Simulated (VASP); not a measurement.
# LiOs (R-3m) in VASP: single point with PBE

Aim: the single point of LiOs with PBE.

All numbers are computed with VASP 6.6.1; they aren't measurements. Logs are shortened: lines on timing, memory, paths and dates and some standing lists are left out, and cuts for length are marked.

## Step 1: The structure

The structure is trigonal, space group R-3m (No. 166). Conventional cell: a = 2.634 Å, b = 2.634 Å, c = 13.799 Å, α = 90.00°, β = 90.00°, γ = 120.00°. Li (site symmetry -3m) is surrounded by 6 Li at 2.63 Å and 6 Os at 2.76 Å. Os (site symmetry -3m) is surrounded by 6 Os at 2.63 Å and 6 Li at 2.76 Å.

The cell was built by a generator and needn't be a form met in nature.

## Step 2: Single point, PBE

Contents of INCAR:

```
SYSTEM = LiOs
  ALGO = Fast
  EDIFF = 1E-7
  ENCUT = 520
  GGA = PE
  ISIF = 2
  ISMEAR = 0
  LASPH = .TRUE.
  LCHARG = .FALSE.
  LREAL = .FALSE.
  LWAVE = .FALSE.
  NBANDS = 12
  NELM = 100
  PREC = Accurate
  SIGMA = 0.1
```

Contents of KPOINTS:

```
k-points
0
G
  24 24 24
  0 0 0
```

Contents of POSCAR:

```
LiOs
1.0
    1.3169180663      0.7603230001      4.5997068740
   -1.3169180663      0.7603230001      4.5997068740
    0.0000000000     -1.5206460001      4.5997068740
Li Os
1 1
Direct
    0.0000000000      0.0000000000      0.0000000000
    0.5000000000      0.5000000000      0.5000000000
```

Potentials or basis: VASP PAW PBE potentials, release 64 (Li_sv, Os).

Started as:

```
> cat potpaw_PBE.64/Li_sv/POTCAR potpaw_PBE.64/Os/POTCAR > POTCAR
> mpirun -np 1 vasp_std > vasp.out
```

OUTCAR:

```text
SYSTEM = LiOs
   EDIFF = 1E-7
   ENCUT = 520
   GGA = PE
   ISIF = 2
   ISMEAR = 0
   LASPH = .TRUE.
   LREAL = .FALSE.
   NELM = 100
   PREC = Accurate

 ion  position               nearest neighbor table
   1  0.000  0.000  0.000-   2 2.76   2 2.76   2 2.76   2 2.76   2 2.76   2 2.76
   2  0.500  0.500  0.500-   1 2.76   1 2.76   1 2.76   1 2.76   1 2.76   1 2.76

  LATTYP: Found a trigonal (rhomboedric) cell.
 ALAT       =     4.8445502975
 COS(alpha) =     0.8522115248

  Lattice vectors:

 A1 = (   1.3169180663,   0.7603230001,   4.5997068740)
 A2 = (  -1.3169180663,   0.7603230001,   4.5997068740)
 A3 = (   0.0000000000,  -1.5206460001,   4.5997068740)

Analysis of symmetry for initial positions (statically):
=====================================================================
 Subroutine PRICEL returns:
 Original cell was already a primitive cell.

 Routine SETGRP: Setting up the symmetry group for a
 trigonal (rhombohedral) supercell.

 Subroutine GETGRP returns: Found 12 space group operations
 (whereof 12 operations were pure point group operations)
 out of a pool of 12 trial point group operations.

The static configuration has the point symmetry D_3d.

Analysis of symmetry for dynamics (positions and initial velocities):
=====================================================================
 Subroutine PRICEL returns:
 Original cell was already a primitive cell.

 Routine SETGRP: Setting up the symmetry group for a
 trigonal (rhombohedral) supercell.

 Subroutine GETGRP returns: Found 12 space group operations
 (whereof 12 operations were pure point group operations)
 out of a pool of 12 trial point group operations.

The dynamic configuration has the point symmetry D_3d.

 Subroutine INISYM returns: Found 12 space group operations
 (whereof 12 operations are pure point group operations),
 and found     1 'primitive' translations

----------------------------------------------------------------------------------------

                                     Primitive cell

  volume of cell :      27.6337

  direct lattice vectors                    reciprocal lattice vectors
     1.316918066  0.760323000  4.599706874     0.379674342  0.219205083  0.072468386
    -1.316918066  0.760323000  4.599706874    -0.379674342  0.219205083  0.072468386
     0.000000000 -1.520646000  4.599706874     0.000000000 -0.438410167  0.072468386

  length of vectors
     4.844550297  4.844550297  4.844550297     0.444359248  0.444359248  0.444359248

[... 91 lines left out ...]
   NELECT =      11.0000    total number of electrons
   NUPDOWN=      -1.0000    fix difference up-down
   EMIN   =  10.00;   EMAX   =-10.00  energy-range for DOS
   EFERMI =   0.00;   METHOD = LEGACY
   ISMEAR =     0;   SIGMA  =   0.10  broadening in eV -4-tet -1-fermi 0-gaus
   EFERMI_NEDOS =   21; number of points for ismear=-14 and -15
   IALGO  =     68    algorithm
   IMIX   =      4    mixing-type and parameters
     AMIX     =   0.40;   BMIX     =  1.00
     AMIX_MAG =   1.60;   BMIX_MAG =  1.00
  volume/ion in A,a.u.               =      13.82        93.24
  Fermi-wavevector in a.u.,A,eV,Ry     =   1.204277  2.275753 19.732291  1.450282
  Thomas-Fermi vector in A             =   2.340006
   LORBIT       =      0    0 simple, 1 ext, 2 COOP (PROOUT), +10 PAW based schemes
   GGA     = PE    functional components
   LHFCALC =     F    Hartree Fock is set to
   AEXX    =    0.0000 exact exchange contribution
   IVDW    =     0    specifies the selected vdW correction
   LEPSILON=     F    determine dielectric tensor
   LRPA    =     F    only Hartree local field effects (RPA)
 non-spin polarized calculation
 RMM-DIIS sequential band-by-band and
 Gauss-broadening in eV      SIGMA  =   0.10
  energy-cutoff  :      520.00
  volume of cell :       27.63
 maximum number of plane-waves:       762
   NGX = 17   NGY = 17   NGZ = 17

 number of electron      11.0000001 magnetization

 Free energy of the ion-electron system (eV)
  ---------------------------------------------------
  ext. energy  EPLUGINS =         0.00000000
  ---------------------------------------------------
  free energy    TOTEN  =       -12.83251287 eV

  energy without entropy =      -12.82437640  energy(sigma->0) =      -12.82844463

 E-fermi :   5.1684     XC(G=0): -11.2039

 val. band max:        5.1648146574   @ k =   0.3750   0.2500   0.0000
 cond. band min:       5.1690189680   @ k =  -0.4167   0.5000   0.1667
 fundamental gap:      0.0042043106
 Fermi energy:         5.1683848423

 k-point     1 :       0.0000    0.0000    0.0000
  band No.  band energies     occupation
      1     -40.2896      2.00000
      2      -3.1174      2.00000
      3       0.9412      2.00000
      4       3.1511      2.00000
      5       3.1511      2.00000
      6       4.6627      2.00000
      7       6.5890      0.00000
      8       6.5890      0.00000
      9      11.6931      0.00000
     10      21.2643      0.00000
     11      23.0920      0.00000
     12      23.0925      0.00000
[... 331 lines left out ...]
 k-point    24 :       0.4583    0.0417    0.0000
  band No.  band energies     occupation
      1     -40.2282      2.00000
      2      -0.8658      2.00000
      3       0.8152      2.00000
      4       3.1321      2.00000
      5       5.3234      0.02839
      6       6.0255      0.00000
      7       8.7166      0.00000
      8      10.4459      0.00000
      9      11.6378      0.00000
     10      15.3020      0.00000
     11      16.5155      0.00000
     12      19.4546      0.00000

 [... further k-points ...]

------------------------ aborting loop because EDIFF is reached ----------------------------------------

  FORCE on cell =-STRESS in cart. coord.  units (eV):
  Direction    XX          YY          ZZ          XY          YZ          ZX
  --------------------------------------------------------------------------------------
  -------------------------------------------------------------------------------------
  Total       -0.0671886     -0.0671886     -0.0573749      0.0000000     -0.0000000      0.0000000
  in kB       -3.8955440     -3.8955440     -3.3265531      0.0000000     -0.0000000      0.0000000
  external PRESSURE =      -3.7058804 kB  Pullay stress =       0.0000000 kB

 VOLUME and BASIS-vectors are now :
 -----------------------------------------------------------------------------
  energy-cutoff  :      520.00
  volume of cell :       27.63
      direct lattice vectors                 reciprocal lattice vectors
     1.316918066  0.760323000  4.599706874     0.379674342  0.219205083  0.072468386
    -1.316918066  0.760323000  4.599706874    -0.379674342  0.219205083  0.072468386
     0.000000000 -1.520646000  4.599706874     0.000000000 -0.438410167  0.072468386

 POSITION                                       TOTAL-FORCE (eV/Angst)
 -----------------------------------------------------------------------------------
      0.00000      0.00000      0.00000         0.000000      0.000000     -0.000000
      0.00000      0.00000      6.89956        -0.000000      0.000000      0.000000
 -----------------------------------------------------------------------------------
    total drift:                                0.000000     -0.000000      0.000000

  FREE ENERGIE OF THE ION-ELECTRON SYSTEM (eV)
  ---------------------------------------------------
  free  energy   TOTEN  =       -12.8325128709 eV

  energy  without entropy=      -12.8243763959  energy(sigma->0) =      -12.82844463
```

OSZICAR:

```text
N       E                     dE             d eps       ncg     rms          rms(c)
DAV:   1     0.413710112810E+02    0.41371E+02   -0.42899E+03 31576   0.835E+02
DAV:   2    -0.113890858272E+02   -0.52760E+02   -0.47371E+02 32620   0.210E+02
[... 12 lines left out ...]
RMM:  15    -0.128325113366E+02   -0.29997E-05   -0.21167E-05 52740   0.257E-02    0.342E-03
RMM:  16    -0.128325126187E+02   -0.12821E-05   -0.85279E-06 49342   0.160E-02    0.278E-03
RMM:  17    -0.128325128656E+02   -0.24691E-06   -0.33026E-06 45037   0.100E-02    0.117E-03
RMM:  18    -0.128325127743E+02    0.91280E-07   -0.13015E-06 41950   0.659E-03    0.616E-04
RMM:  19    -0.128325128779E+02   -0.10359E-06   -0.51925E-07 34930   0.432E-03    0.759E-04
RMM:  20    -0.128325128709E+02    0.70594E-08   -0.23181E-07 33553   0.308E-03
   1 F= -.12832513E+02 E0= -.12828445E+02  d E =-.813647E-02
```

stdout:

```text
POSCAR found type information on POSCAR LiOs
 POSCAR found :  2 types and       2 ions
 scaLAPACK will be used
 LDA part: xc-table for (Slater+PW92), standard interpolation
 POSCAR, INCAR and KPOINTS ok, starting setup
 FFT: planning ... GRIDC
 FFT: planning ... GRID_SOFT
 FFT: planning ... GRID
 WAVECAR not read
 entering main loop
WARNING in EDDRMM: call to ZHEGV failed, returncode =   8  4      4
WARNING in EDDRMM: call to ZHEGV failed, returncode =   8  4      7
WARNING in EDDRMM: call to ZHEGV failed, returncode =   8  4     10
WARNING in EDDRMM: call to ZHEGV failed, returncode =   6  3      5
WARNING in EDDRMM: call to ZHEGV failed, returncode =   6  3     10
WARNING in EDDRMM: call to ZHEGV failed, returncode =   8  4     10
WARNING in EDDRMM: call to ZHEGV failed, returncode =   8  4      7
WARNING in EDDRMM: call to ZHEGV failed, returncode =   6  3      4
WARNING in EDDRMM: call to ZHEGV failed, returncode =   8  4      8
WARNING in EDDRMM: call to ZHEGV failed, returncode =   8  4      3
[... 92 lines left out ...]
WARNING in EDDRMM: call to ZHEGV failed, returncode =   8  4     12
WARNING in EDDRMM: call to ZHEGV failed, returncode =   6  3      3
WARNING in EDDRMM: call to ZHEGV failed, returncode =   8  4      6
WARNING in EDDRMM: call to ZHEGV failed, returncode =   8  4      3
WARNING in EDDRMM: call to ZHEGV failed, returncode =   6  3      2
WARNING in EDDRMM: call to ZHEGV failed, returncode =   6  3     10
WARNING in EDDRMM: call to ZHEGV failed, returncode =   8  4      4
WARNING in EDDRMM: call to ZHEGV failed, returncode =   6  3      4
WARNING in EDDRMM: call to ZHEGV failed, returncode =   6  3      4
WARNING in EDDRMM: call to ZHEGV failed, returncode =   8  4      2
WARNING in EDDRMM: call to ZHEGV failed, return
```

Run time: 12 min. Hardware: 1 thread of Intel Xeon 6975P-C (Granite Rapids), shared host; peak memory 0.62 GiB.

What came out:

| Property | Result |
| --- | --- |
| Free energy | -12.8325 eV |
| Band gap on the k mesh | none (metal or under the smearing width) |

Caveat: the cutoff is under 1.25 times the usual one of these potentials, so pressure, stress and relaxed cells hold a basis-set (Pulay) error.
